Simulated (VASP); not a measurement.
# A VASP study of PIr2 (r2SCAN + rVV10): structure first, properties next, part 6 of 7

Wanted: the relaxed cell of PIr2 and its properties. The start is a cell from a database of measured crystal structures.

VASP 6.6.1; r2SCAN with rVV10; plane waves and PAW (P, Ir).

Still holding for the runs below: This run has no spin polarisation. Its electron count is odd, so without a moment it is a metal by construction. The k-mesh is coarse for a metal.

So far. Step 12 (Volume scan with r2SCAN + rVV10 (run 7)): The pressure falls from -10.92 to -15.47 GPa. The parabola predicted -15.29 GPa, +0.17 GPa off. Step 14 (Fit for r2SCAN + rVV10): The fitted volume lies -0.01 % from the relaxed one. The relaxed cell has a = 5.548 Å (conventional setting).

The database entry behind the starting cell differs from later determinations by our own check (0.1 to 0.3 % short, probably kX units), so it need not match the best structure at ambient conditions.

## (15) Electric field gradients (r2SCAN + rVV10)

This step: r2SCAN with rVV10; plane waves and PAW (P, Ir) (VASP 6.6.1).

Field gradients probe how far the charge around each nucleus departs from cubic symmetry; LASPH keeps the non-spherical terms inside the spheres.

File INCAR:

```
SYSTEM = PIr2
PREC = Accurate
ENCUT = 400
EDIFF = 1E-07
NELM = 100
ISMEAR = 0
SIGMA = 0.05
LREAL = .FALSE.
ALGO = Normal
METAGGA = R2SCAN
LUSE_VDW = .TRUE.
IVDW_NL = 2
BPARAM = 11.95
CPARAM = 0.0093
LASPH = .TRUE.
NBANDS = 17
LORBIT = 11
LWAVE = .FALSE.
LCHARG = .FALSE.
KPAR = 2
LEFG = .TRUE.
```

File POSCAR:

```
PIr2
1.0
    0.0000000000      2.7742065316      2.7742065316
    2.7742065316      0.0000000000      2.7742065316
    2.7742065316      2.7742065316      0.0000000000
P Ir
1 2
Direct
    0.0000000000      0.0000000000      0.0000000000
    0.2500000000      0.2500000000      0.2500000000
    0.7500000000      0.7500000000      0.7500000000
```

File KPOINTS:

```
Automatic mesh
0
Gamma
7 7 7
0 0 0
```

Potentials, in the order of the species: P and Ir (PBE family, release 64).

Launch:

```
> mpirun -np 2 vasp_std
```

Output:

```text
[... set-up lines as in an earlier step ...]
 entering main loop
       N       E                     dE             d eps       ncg     rms          rms(c)
Total rVV10 correction in eV:      0.3739198    30.3482851
Total rVV10 correction in eV:      0.3739198    30.3482851
[... 5 cycles as in an earlier step ...]
Total rVV10 correction in eV:      0.3512108    30.3482853
Total rVV10 correction in eV:      0.3512108    30.3482853
[... 1 cycle as in an earlier step ...]
Total rVV10 correction in eV:      0.3510424    30.3482853
Total rVV10 correction in eV:      0.3510424    30.3482853
[... 1 cycle as in an earlier step ...]
Total rVV10 correction in eV:      0.3481070    30.3482853
Total rVV10 correction in eV:      0.3481070    30.3482853
[... 1 cycle as in an earlier step ...]
Total rVV10 correction in eV:      0.3478409    30.3482853
Total rVV10 correction in eV:      0.3478409    30.3482853
[... 1 cycle as in an earlier step ...]
Total rVV10 correction in eV:      0.3477327    30.3482853
Total rVV10 correction in eV:      0.3477327    30.3482853
[... 1 cycle as in an earlier step ...]
Total rVV10 correction in eV:      0.3477642    30.3482853
Total rVV10 correction in eV:      0.3477642    30.3482853
[... 1 cycle as in an earlier step ...]
Total rVV10 correction in eV:      0.3477817    30.3482853
Total rVV10 correction in eV:      0.3477817    30.3482853
DAV:  12    -0.114783950549E+03    0.34261E-05   -0.11413E-06   918   0.979E-03    0.473E-03
Total rVV10 correction in eV:      0.3477781    30.3482853
Total rVV10 correction in eV:      0.3477781    30.3482853
DAV:  13    -0.114783950824E+03   -0.27531E-06   -0.12505E-07   531   0.403E-03    0.774E-04
Total rVV10 correction in eV:      0.3477779    30.3482853
Total rVV10 correction in eV:      0.3477779    30.3482853
DAV:  14    -0.114783950755E+03    0.68784E-07   -0.46543E-08   474   0.149E-03
Total rVV10 correction in eV:      0.3477780    30.3482853
Total rVV10 correction in eV:      0.3477780    30.3482853
Total rVV10 correction in eV:      0.3477777    30.3482853
Total rVV10 correction in eV:      0.3477777    30.3482853
ion   1
     0.0000000    -0.0000000    -0.0000000    -0.0000000     0.0000000     0.0000000
     0.0000365    -0.0000000    -0.0000000    -0.0000000     0.0000000     0.0000000
     0.0000503    -0.0000000    -0.0000000    -0.0000000     0.0000000     0.0000000
     0.0000692    -0.0000000    -0.0000000    -0.0000000     0.0000000     0.0000000
     0.0000953    -0.0000000    -0.0000000    -0.0000000     0.0000000     0.0000000

     0.0000000    -0.0000000    -0.0000000    -0.0000000     0.0000000     0.0000000
     0.0000365    -0.0000000    -0.0000000    -0.0000000     0.0000000     0.0000000
     0.0000503    -0.0000000    -0.0000000    -0.0000000     0.0000000     0.0000000
     0.0000692    -0.0000000    -0.0000000    -0.0000000     0.0000000     0.0000000
     0.0000953    -0.0000000    -0.0000000    -0.0000000     0.0000000     0.0000000

ion   2
     0.0000000    -0.0000000    -0.0000000    -0.0000000    -0.0000000    -0.0000000
     0.0000671    -0.0000000    -0.0000000    -0.0000000    -0.0000000    -0.0000000
     0.0000924    -0.0000000    -0.0000000    -0.0000000    -0.0000000    -0.0000000
     0.0001272    -0.0000000    -0.0000000    -0.0000000    -0.0000000    -0.0000000
     0.0001752    -0.0000000    -0.0000000    -0.0000000    -0.0000000    -0.0000000

     0.0000000    -0.0000000    -0.0000000    -0.0000000    -0.0000000    -0.0000000
     0.0000671    -0.0000000    -0.0000000    -0.0000000    -0.0000000    -0.0000000
     0.0000924    -0.0000000    -0.0000000    -0.0000000    -0.0000000    -0.0000000
     0.0001272    -0.0000000    -0.0000000    -0.0000000    -0.0000000    -0.0000000
     0.0001752    -0.0000000    -0.0000000    -0.0000000    -0.0000000    -0.0000000

ion   3
     0.0000000     0.0000000     0.0000000    -0.0000000    -0.0000000    -0.0000000
     0.0000671     0.0000000     0.0000000    -0.0000000    -0.0000000    -0.0000000
     0.0000924     0.0000000     0.0000000    -0.0000000    -0.0000000    -0.0000000
     0.0001272     0.0000000     0.0000000    -0.0000000    -0.0000000    -0.0000000
     0.0001752     0.0000000     0.0000000    -0.0000000    -0.0000000    -0.0000000

     0.0000000     0.0000000     0.0000000    -0.0000000    -0.0000000    -0.0000000
     0.0000671     0.0000000     0.0000000    -0.0000000    -0.0000000    -0.0000000
     0.0000924     0.0000000     0.0000000    -0.0000000    -0.0000000    -0.0000000
     0.0001272     0.0000000     0.0000000    -0.0000000    -0.0000000    -0.0000000
     0.0001752     0.0000000     0.0000000    -0.0000000    -0.0000000    -0.0000000

   1 F= -.11478395E+03 E0= -.11478265E+03  d E =-.260044E-02
```

Elapsed: 67 s, on 2 MPI ranks of AMD EPYC 7R43, shared host; peak memory 0.46 GiB.

OUTCAR, selected parts (step 15):

```text
   NELECT =      23.0000    total number of electrons

 E-fermi :   9.5027

 k-point     1 :       0.0000    0.0000    0.0000
  band No.  band energies     occupation
    ...
      5       3.5902      2.00000
      6       3.5902      2.00000
      7       9.0447      2.00000
      8       9.0447      2.00000
      9       9.0447      2.00000
     10      10.5001      0.00000
     11      11.4098      0.00000
     12      11.4098      0.00000
     13      14.3280      0.00000
     14      14.3280      0.00000
    ...

  Total        0.0004873      0.0004873      0.0004873     -0.0000000      0.0000000      0.0000000
  in kB        0.0182828      0.0182828      0.0182828     -0.0000000      0.0000000      0.0000000
  external PRESSURE =       0.0182828 kB  Pullay stress =       0.0000000 kB

 POSITION                                       TOTAL-FORCE (eV/Angst)
 -----------------------------------------------------------------------------------
      0.00000      0.00000      0.00000        -0.000000     -0.000000     -0.000000
      1.38710      1.38710      1.38710         0.000000     -0.000000      0.000000
      4.16131      4.16131      4.16131        -0.000000      0.000000      0.000000
 -----------------------------------------------------------------------------------
    total drift:                                0.000000      0.000000      0.000000

  FREE ENERGIE OF THE ION-ELECTRON SYSTEM (eV)
  ---------------------------------------------------
  free  energy   TOTEN  =      -114.7839507554 eV

  energy  without entropy=     -114.7813503153  energy(sigma->0) =     -114.78265054

 Electric field gradients after diagonalization (V/A^2)
 (convention: |V_zz| > |V_xx| > |V_yy|)
----------------------------------------------------------------------
 ion       V_xx      V_yy      V_zz     asymmetry (V_yy - V_xx)/ V_zz
----------------------------------------------------------------------
   1      -0.000    -0.000     0.001       0.000
   2      -0.000    -0.000     0.000       0.000
   3      -0.000    -0.000     0.000       0.000
----------------------------------------------------------------------

[... 10 parts as in an earlier step ...]

[... 7 further parts left out ...]
```

Numbers from this step:

```
free energy (TOTEN)     : -114.7840 eV
energy at zero smearing : -114.7827 eV
Fermi energy            : 9.503 eV
pressure                : 0.001828 GPa
```

Electric field gradients, by row:

```tsv
atom	Vxx (V/Å²)	Vyy (V/Å²)	Vzz (V/Å²)	asymmetry
P1	0	0	0.001	-
Ir2	0	0	0	-
Ir3	0	0	0	-
```

All gradients vanish within the noise.

The run ends at a pressure of 0.00 GPa.

[end of part 6 of 7]

[Lines on the potential files, build, host, timing and source positions are cut from VASP's logs without a mark.]

[Logs are printed without paths, hosts, clocks, repeated set-up lines and the standing remarks that a program may print on its own settings, such as how far it seeks lower states.]

[Hosts, paths, dates, database ids (printed as entryN), source tags and the programs' standing remarks are cut or masked in the printed files.]

[A measured line is paired with the nearest computed mode of its activity, which favours agreement.]
